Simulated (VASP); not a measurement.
Calculation: PBE GGA, VASP's PBE PAW potentials (set 64) (plane waves; VASP).

The input files of a VASP run:

INCAR:
```
SYSTEM = Au
PREC = Accurate
ENCUT = 350
EDIFF = 1E-6
NELM = 100
ALGO = Normal
LREAL = .FALSE.
LASPH = .TRUE.
ISMEAR = 1
SIGMA = 0.1
GGA = PE
LMAXMIX = 6
LWAVE = .FALSE.
LCHARG = .FALSE.
ISIF = 2
```

### KPOINTS
```
Automatic mesh
0
Gamma
  14 14 14
0 0 0
```

### POSCAR
```
Au
1
    0.0000000000     2.0400000000     2.0400000000
    2.0400000000     0.0000000000     2.0400000000
    2.0400000000     2.0400000000     0.0000000000
Au
1
Direct
  0.0000000000   0.0000000000   0.0000000000
```

POTCAR, in this order: Au (PBE.64 set). Program: vasp_std.

The run wrote:

File OSZICAR:
```
       N       E                     dE             d eps       ncg     rms          rms(c)
DAV:   1     0.258913962929E+02    0.25891E+02   -0.47369E+03  2400   0.775E+02
DAV:   2    -0.326534189526E+01   -0.29157E+02   -0.26989E+02  1928   0.154E+02
DAV:   3    -0.345669710786E+01   -0.19136E+00   -0.19107E+00  2298   0.129E+01
DAV:   4    -0.345717566475E+01   -0.47856E-03   -0.47855E-03  2100   0.640E-01
DAV:   5    -0.345717884342E+01   -0.31787E-05   -0.31781E-05  2127   0.515E-02    0.953E+00
DAV:   6    -0.321414657891E+01    0.24303E+00   -0.76724E-01  1911   0.860E+00    0.601E+00
DAV:   7    -0.319408888406E+01    0.20058E-01   -0.82410E-02  2012   0.280E+00    0.274E+00
DAV:   8    -0.319181200373E+01    0.22769E-02   -0.19472E-03  2003   0.446E-01    0.236E-01
DAV:   9    -0.319180473083E+01    0.72729E-05   -0.57924E-06  2070   0.263E-02    0.197E-02
DAV:  10    -0.319181011427E+01   -0.53834E-05   -0.21452E-06  2091   0.176E-02    0.205E-03
DAV:  11    -0.319181011804E+01   -0.37631E-08   -0.27370E-08   985   0.157E-03
   1 F= -.31918101E+01 E0= -.31919552E+01  d E =0.435240E-03
```

OUTCAR:
```
------------------------ aborting loop because EDIFF is reached ----------------------------------------
  FORCE on cell =-STRESS in cart. coord.  units (eV):
  Direction    XX          YY          ZZ          XY          YZ          ZX
  --------------------------------------------------------------------------------------
  Total        0.8922500      0.8922500      0.8922500     -0.0000000      0.0000000     -0.0000000
  in kB       84.1931312     84.1931312     84.1931312     -0.0000000      0.0000000     -0.0000000
  external PRESSURE =      84.1931312 kB  Pullay stress =       0.0000000 kB
  volume of cell :       16.98
      direct lattice vectors                 reciprocal lattice vectors
     0.000000000  2.040000000  2.040000000    -0.245098039  0.245098039  0.245098039
     2.040000000  0.000000000  2.040000000     0.245098039 -0.245098039  0.245098039
     2.040000000  2.040000000  0.000000000     0.245098039  0.245098039 -0.245098039
 POSITION                                       TOTAL-FORCE (eV/Angst)
 -----------------------------------------------------------------------------------
      0.00000      0.00000      0.00000        -0.000000     -0.000000      0.000000
 -----------------------------------------------------------------------------------
    total drift:                                0.000000     -0.000000      0.000000
  FREE ENERGIE OF THE ION-ELECTRON SYSTEM (eV)
  ---------------------------------------------------
  free  energy   TOTEN  =        -3.1918101180 eV

  energy  without entropy=       -3.1922453583  energy(sigma->0) =       -3.19195520
```
(Selected blocks of OUTCAR.)

The compound is Au in the fcc structure. The cell was not relaxed at this level. The run is one of a series of settings (ENCUT = 350 against the base run), some of them coarse on purpose.
